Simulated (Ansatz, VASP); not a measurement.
# Ca3SiS: VASP beside Ansatz, part 2 of 2

Aim: how closely do two programs agree when they are given the same cell, functional and k mesh? The cell is generated by rule, not measured, and may not be a known phase. The cell is taken from a series of runs on this material, whose earlier steps may have relaxed, scaled, displaced or heated it; both programs get it as it stands.

VASP 6.6.1 and Ansatz 0.2.0.

So far: Starting point; Ansatz: relaxation of cell and atoms, PBEsol, pair 1; VASP: relaxation of cell and atoms, PBEsol, pair 1.

### Step 4. Differences

Known differences besides the potentials themselves: the cutoff is 420 eV in Ansatz and 500 eV in VASP; Ansatz makes its cores anew for this functional, VASP keeps those of its PBE data sets; Ansatz adds a Pulay correction to the stress that steers its cell, VASP none. Total energies have different zeros and are not compared.

Both answers:

```tsv
quantity	Ansatz	VASP	difference
volume (Å³)	138.11	138.58	-0.34 %
edge a after relaxation, in the typed setting (Å)	5.169	5.175	-0.11 %
```

### Step 5. Ansatz: relaxation of cell and atoms, PBEsol, pair 2

The relaxed volume is the usual yardstick between codes: in a stiff, nearly cubic crystal its relative difference is about their pressure difference at one cell divided by the bulk modulus. This pair takes another cell of the material, with 10 atoms against 5 for the pair before.

The cell is taken from a series of runs on this material, whose earlier steps may have relaxed, scaled, displaced or heated it; both programs get it as it stands.

input.yaml reads:

```yaml
crystal:
  lattice:
    - [-3.6041065963, 3.6041065963, 5.2099537936]
    - [3.6041065963, -3.6041065963, 5.2099537936]
    - [3.6041065963, 3.6041065963, -5.2099537936]
  atoms:
    - { symbol: Si, position: [0.75, 0.25, 0.5] }
    - { symbol: Si, position: [0.25, 0.75, 0.5] }
    - { symbol: S, position: [0.0, 0.0, 0.0] }
    - { symbol: S, position: [0.5, 0.5, 0.0] }
    - { symbol: Ca, position: [0.3322706426, 0.8322706426, 0.1645412851] }
    - { symbol: Ca, position: [0.6677293574, 0.1677293574, 0.8354587149] }
    - { symbol: Ca, position: [0.75, 0.75, 0.0] }
    - { symbol: Ca, position: [0.25, 0.25, 0.0] }
    - { symbol: Ca, position: [0.8322706426, 0.6677293574, 0.5] }
    - { symbol: Ca, position: [0.1677293574, 0.3322706426, 0.5] }
kpoints:
  mp_grid: { grid: [6, 6, 6] }
hamiltonian:
  xc: pbesol
  pseudopotentials: { kind: paw, azcp: { folder: soft_1 }, xc_functional: pbe }
scf:
  occupations: { method: fixed }
output:
  forces: true
  stress: true
  eigenvalues: true
relax:
  adjacent_minimum: "off"
  f_tol: 0.001
  max_steps: 60
  cell: { stress_tol: 0.01 }
```

Command:

```
$ ansatz run input.yaml --threads 8 --pin off --max-ram 16384MiB --backend cpu --events-out ev --progress --plain --runs-dir out
```

Numbers of over 12 decimals in the logs are rounded to 6 here.

Output:

```text
[...]
Crystal: 10 atoms, lattice volume = 270.701 Å³
Basis set: ecut = 420 eV, 5225 PW (Γ), exchange–correlation on 100×100×100 points (8 copies of the dense FFT grid, shifted against one another)
Bands: 50, of which v1, the nominal top of the filled ones, is band 40 counted from 1 (39 counted from 0)
Symmetry: 16 space group operations
[...]
k-points: 30 of 216
[...]
- { symbol: Si, position: [0.250000, 0.75, 0.500000] }
    - { symbol: S, position: [0.0, 0.0, 0.0] }
    - { symbol: S, position: [0.5, 0.5, 0.0] }
    - { symbol: Ca, position: [0.332271, 0.832271, 0.164541] }
    - { symbol: Ca, position: [0.667729357425, 0.167729, 0.835459] }
    - { symbol: Ca, position: [0.75, 0.75, 0.0] }
    - { symbol: Ca, position: [0.25, 0.25, 0.0] }
    - { symbol: Ca, position: [0.832271, 0.667729, 0.500000] }
    - { symbol: Ca, position: [0.167729357425, 0.332271, 0.500000] }
[key lines of the parts left out:]
SCF converged after 8 iterations
Free energy (F): -13784.989764 eV
Fermi energy:    6.593938 eV
P = ⅓ Tr σ = -0.0009 GPa (-0.009 kbar)
```

### Step 6. VASP: relaxation of cell and atoms, PBEsol, pair 2

The same cell, functional and mesh now go to VASP, with its own data sets.

INCAR reads:

```
SYSTEM = Ca3SiS
PREC = Accurate
ENCUT = 500
EDIFF = 1E-07
NELM = 120
ISMEAR = 0
SIGMA = 0.01
LREAL = .FALSE.
ALGO = Normal
GGA = PS
NBANDS = 50
LORBIT = 11
LWAVE = .FALSE.
LCHARG = .FALSE.
ISIF = 3
IBRION = 2
NSW = 80
EDIFFG = -0.005
LASPH = .TRUE.
GGA_COMPAT = .FALSE.
NELMIN = 4
EFERMI = MIDGAP
KPAR = 2
```

POSCAR reads:

```
Ca3SiS
1.0
   -3.6041070000      3.6041070000      5.2099540000
    3.6041070000     -3.6041070000      5.2099540000
    3.6041070000      3.6041070000     -5.2099540000
Si S Ca
2 2 6
Direct
    0.7500000000      0.2500000000      0.5000000000
    0.2500000000      0.7500000000      0.5000000000
    0.0000000000      0.0000000000      0.0000000000
    0.5000000000      0.5000000000      0.0000000000
    0.3322706568      0.8322706568      0.1645413136
    0.6677293432      0.1677293432      0.8354586864
    0.7500000000      0.7500000000      0.0000000000
    0.2500000000      0.2500000000      0.0000000000
    0.8322706568      0.6677293432      0.5000000000
    0.1677293432      0.3322706568      0.5000000000
```

KPOINTS reads:

```
Automatic mesh
0
Gamma
6 6 6
0 0 0
```

The projector-augmented-wave data sets are Si, S and Ca_sv (PBE family, release 64).

Command:

```
$ mpirun -np 2 vasp_std
```

Output:

```text
[banner, memory and clock lines left out]
running    2 mpi-ranks, on    1 nodes
[...]
[... a notice as in an earlier step ...]

 LDA part: xc-table for (Slater+PW92), standard interpolation
 POSCAR, INCAR and KPOINTS ok, starting setup
[...]
entering main loop
       N       E                     dE             d eps       ncg     rms          rms(c)
DAV:   1     0.758645506422E+03    0.75865E+03   -0.36935E+04  3016   0.143E+03
DAV:   2     0.160384235580E+02   -0.74261E+03   -0.72506E+03  3332   0.427E+02
DAV:   3    -0.390144587428E+02   -0.55053E+02   -0.53940E+02  4320   0.923E+01
DAV:   4    -0.437595990603E+02   -0.47451E+01   -0.47234E+01  5112   0.242E+01
[...]
DAV:  14    -0.427777309254E+02    0.28161E-07   -0.11045E-06  3304   0.393E-03    0.351E-03
DAV:  15    -0.427777310595E+02   -0.13407E-06   -0.36370E-07  3192   0.232E-03    0.458E-04
DAV:  16    -0.427777309855E+02    0.73944E-07   -0.51756E-08  2104   0.120E-03
   1 F= -.42777731E+02 E0= -.42777731E+02  d E =-.427777E+02
[... from here on, the cycles between the ionic steps are left out ...]
   2 F= -.42778125E+02 E0= -.42778125E+02  d E =-.393859E-03
   3 F= -.42778138E+02 E0= -.42778138E+02  d E =-.406701E-03
   4 F= -.42778148E+02 E0= -.42778148E+02  d E =-.107373E-04
 trial-energy change:   -0.000011  1 .order   -0.000010   -0.000015   -0.000006
 step:   1.6525(harm=  1.6525)  dis= 0.00030  next Energy=   -42.778150 (dE=-0.125E-04)
 reached required accuracy - stopping structural energy minimisation
```

OUTCAR, selected parts (step 6):

```text
  Total        0.0037475      0.0037475     -0.0076039      0.0000000      0.0000000      0.0000000
  in kB        0.0221096      0.0221096     -0.0448614      0.0000000      0.0000000      0.0000000
  external PRESSURE =      -0.0002141 kB  Pullay stress =       0.0000000 kB

 POSITION                                       TOTAL-FORCE (eV/Angst)
 -----------------------------------------------------------------------------------
      0.00000      3.60765      2.60818        -0.000000     -0.000000      0.000000
      3.60765      0.00000      2.60818        -0.000000     -0.000000      0.000000
      7.21530      0.00000      0.00000        -0.000000     -0.000000      0.000000
      3.60765      3.60765      0.00000        -0.000000     -0.000000      0.000000
      2.39777     -1.20988      5.21635         0.002954      0.002954     -0.000000
      1.20988      4.81753      0.00000        -0.002954     -0.002954      0.000000
      3.60765      3.60765      2.60818        -0.000000     -0.000000      0.000000
      3.60765      3.60765     -2.60818        -0.000000     -0.000000      0.000000
      1.20988      2.39777      5.21635        -0.002954      0.002954     -0.000000
      2.39777      1.20988      0.00000         0.002954     -0.002954      0.000000
 -----------------------------------------------------------------------------------
    total drift:                                0.000000      0.000000     -0.000000

  FREE ENERGIE OF THE ION-ELECTRON SYSTEM (eV)
  ---------------------------------------------------
  free  energy   TOTEN  =       -42.7781484237 eV

  energy  without entropy=      -42.7781484237  energy(sigma->0) =      -42.77814842

[... 1 part as in an earlier step ...]

[... 3 further parts left out ...]
[key lines of the parts left out:]
E-fermi :   3.7685
```

The run keeps the 16 symmetry operations of its start, so it cannot find a distortion of lower symmetry.

### Step 7. Side by side

What differs besides the data sets and the points named for the pairs above, as far as they apply: fixed occupations in Ansatz, narrow Gaussian smearing in VASP. Total energies have different zeros and are not compared.

Compared:

```tsv
quantity	Ansatz	VASP	difference
volume (Å³)	270.70	271.57	-0.32 %
edge a after relaxation, in the typed setting (Å)	7.288	7.297	-0.11 %
```

### Step 8. VASP: relaxation of cell and atoms, PBEsol, pair 3

The relaxed volume is the usual yardstick between codes: in a stiff, nearly cubic crystal its relative difference is about their pressure difference at one cell divided by the bulk modulus.

INCAR is that of step 6.

POSCAR reads:

```
Ca3SiS
1.0
    7.2206560000      0.0000000000      0.0000000000
    0.0000000000      7.2206560000      0.0000000000
    0.0000000000      0.0000000000      5.2097360000
Si S Ca
2 2 6
Direct
    0.5000000000      0.0000000000      0.0000000000
    0.0000000000      0.5000000000      0.0000000000
    0.0000000000      0.0000000000      0.5000000000
    0.5000000000      0.5000000000      0.5000000000
    0.6683896865      0.1683896865      0.5000000000
    0.3316103135      0.8316103135      0.5000000000
    0.1683896865      0.3316103135      0.5000000000
    0.8316103135      0.6683896865      0.5000000000
    0.0000000000      0.0000000000      0.0000000000
    0.5000000000      0.5000000000      0.0000000000
```

KPOINTS reads:

```
Automatic mesh
0
Gamma
4 4 6
0 0 0
```

Command:

```
$ mpirun -np 2 vasp_std
```

Output:

```text
[... set-up lines as in an earlier step ...]
 entering main loop
       N       E                     dE             d eps       ncg     rms          rms(c)
DAV:   1     0.765720186025E+03    0.76572E+03   -0.36946E+04  2400   0.144E+03
DAV:   2     0.157527946813E+02   -0.74997E+03   -0.73369E+03  2662   0.423E+02
DAV:   3    -0.392899019065E+02   -0.55043E+02   -0.53775E+02  3448   0.920E+01
DAV:   4    -0.438195905934E+02   -0.45297E+01   -0.45106E+01  4048   0.238E+01
[...]
DAV:  13    -0.427789993196E+02    0.16094E-05   -0.98754E-06  3808   0.124E-02    0.864E-03
DAV:  14    -0.427789985876E+02    0.73200E-06   -0.22339E-06  3168   0.547E-03    0.228E-03
DAV:  15    -0.427789985770E+02    0.10563E-07   -0.46501E-07  2576   0.181E-03
   1 F= -.42778999E+02 E0= -.42778999E+02  d E =-.427790E+02
[...]
2 F= -.42779387E+02 E0= -.42779387E+02  d E =-.388481E-03
[...]
3 F= -.42779400E+02 E0= -.42779400E+02  d E =-.401810E-03
[...]
4 F= -.42779413E+02 E0= -.42779413E+02  d E =-.124395E-04
[...]
5 F= -.42779417E+02 E0= -.42779417E+02  d E =-.165025E-04
[...]
reached required accuracy - stopping structural energy minimisation
```

OUTCAR, selected parts (step 8):

```text
  Total       -0.0147606     -0.0147606      0.0134957      0.0000000      0.0000000      0.0000000
  in kB       -0.0867832     -0.0867832      0.0793462      0.0000000      0.0000000      0.0000000
  external PRESSURE =      -0.0314068 kB  Pullay stress =       0.0000000 kB

 POSITION                                       TOTAL-FORCE (eV/Angst)
 -----------------------------------------------------------------------------------
      3.61410      0.00000      0.00000         0.000000      0.000000     -0.000000
      0.00000      3.61410      0.00000         0.000000      0.000000     -0.000000
      0.00000     -0.00000      2.60789         0.000000      0.000000     -0.000000
      3.61410      3.61410      2.60789         0.000000      0.000000     -0.000000
      4.83064      1.21654      2.60789        -0.002774     -0.002774     -0.000000
      2.39756      6.01166      2.60789         0.002774      0.002774      0.000000
      1.21654      2.39756      2.60789        -0.002774      0.002774      0.000000
      6.01166      4.83064      2.60789         0.002774     -0.002774     -0.000000
      0.00000      0.00000      0.00000         0.000000      0.000000     -0.000000
      3.61410      3.61410      0.00000         0.000000      0.000000     -0.000000
 -----------------------------------------------------------------------------------
    total drift:                                0.000000     -0.000000      0.000000

  FREE ENERGIE OF THE ION-ELECTRON SYSTEM (eV)
  ---------------------------------------------------
  free  energy   TOTEN  =       -42.7794168892 eV

  energy  without entropy=      -42.7794168892  energy(sigma->0) =      -42.77941689

[... 1 part as in an earlier step ...]

[... 3 further parts left out ...]
[key lines of the parts left out:]
E-fermi :   3.7560
```

### Step 9. Ansatz: relaxation of cell and atoms, PBEsol, pair 3

The same cell, functional and mesh now go to Ansatz, which takes its cutoff from its data sets.

The cell is taken from a series of runs on this material, whose earlier steps may have relaxed, scaled, displaced or heated it; both programs get it as it stands.

input.yaml, the sections that differ from step 5:

```yaml
crystal:
  lattice:
    - [7.2206560604, 0.0, 0.0]
    - [0.0, 7.2206560604, 0.0]
    - [0.0, 0.0, 5.2097356884]
  atoms:
    - { symbol: Si, position: [0.5, 0.0, 0.0] }
    - { symbol: Si, position: [0.0, 0.5, 0.0] }
    - { symbol: S, position: [0.0, 0.0, 0.5] }
    - { symbol: S, position: [0.5, 0.5, 0.5] }
    - { symbol: Ca, position: [0.6683896852, 0.1683896852, 0.5] }
    - { symbol: Ca, position: [0.3316103148, 0.8316103148, 0.5] }
    - { symbol: Ca, position: [0.1683896852, 0.3316103148, 0.5] }
    - { symbol: Ca, position: [0.8316103148, 0.6683896852, 0.5] }
    - { symbol: Ca, position: [0.0, 0.0, 0.0] }
    - { symbol: Ca, position: [0.5, 0.5, 0.0] }
kpoints:
  mp_grid: { grid: [4, 4, 6] }
# hamiltonian, scf, output, relax: as in step 5
```

Command:

```
$ ansatz run input.yaml --threads 8 --pin off --max-ram 16384MiB --backend cpu --events-out ev --progress --plain --runs-dir out
```

Output:

```text
[...]
Crystal: 10 atoms, lattice volume = 271.625 Å³
Basis set: ecut = 420 eV, 5273 PW (Γ), exchange–correlation on 100×100×72 points (8 copies of the dense FFT grid, shifted against one another)
Bands: 50, of which v1, the nominal top of the filled ones, is band 40 counted from 1 (39 counted from 0)
Symmetry: 16 space group operations
[...]
k-points: 24 of 96
[...]
atoms:
    - { symbol: Si, position: [0.5, 0, 0.0] }
    - { symbol: Si, position: [0, 0.5, 0.0] }
    - { symbol: S, position: [0, 0, 0.5] }
    - { symbol: S, position: [0.5, 0.5, 0.5] }
    - { symbol: Ca, position: [0.668342, 0.168342, 0.5] }
    - { symbol: Ca, position: [0.331658, 0.831658, 0.5] }
    - { symbol: Ca, position: [0.168342, 0.331658, 0.5] }
    - { symbol: Ca, position: [0.831658, 0.668342, 0.5] }
    - { symbol: Ca, position: [0, 0, 0.0] }
    - { symbol: Ca, position: [0.5, 0.5, 0.0] }
[key lines of the parts left out:]
SCF converged after 8 iterations
Free energy (F): -13784.990734 eV
Fermi energy:    6.614966 eV
P = ⅓ Tr σ = -0.0003 GPa (-0.003 kbar)
```

### Step 10. Differences

The two programs side by side:

```tsv
quantity	Ansatz	VASP	difference
volume (Å³)	271.61	272.51	-0.33 %
edge a after relaxation, in the typed setting (Å)	7.220	7.228	-0.11 %
edge c after relaxation, in the typed setting (Å)	5.210	5.216	-0.11 %
```

### Step 11. Outcome

```json
{
  "difference in volume (relaxation of cell and atoms, PBEsol, pair 1)": "-0.34 %",
  "difference in volume (relaxation of cell and atoms, PBEsol, pair 2)": "-0.32 %",
  "difference in volume (relaxation of cell and atoms, PBEsol, pair 3)": "-0.33 %"
}
```

**Reading.** The difference in volume is -0.34 % (relaxation of cell and atoms, PBEsol, pair 1), within the 1.2 % picked in this series as the mark of a large difference, as far as the stopping tolerances let one tell. 4 further runs of this series are not shown here. Such differences can come from data sets, numerical settings and the points named under the comparisons, not from the functional's error against experiment.

[Lines on the potential files, build, host, timing and source positions are cut from VASP's logs without a mark.]

[Logs are printed without paths, hosts, clocks, repeated set-up lines and the standing remarks that a program may print on its own settings, such as how far it seeks lower states.]

[Hosts, paths, dates, database ids (printed as entryN), source tags and the programs' standing remarks are cut or masked in the printed files.]
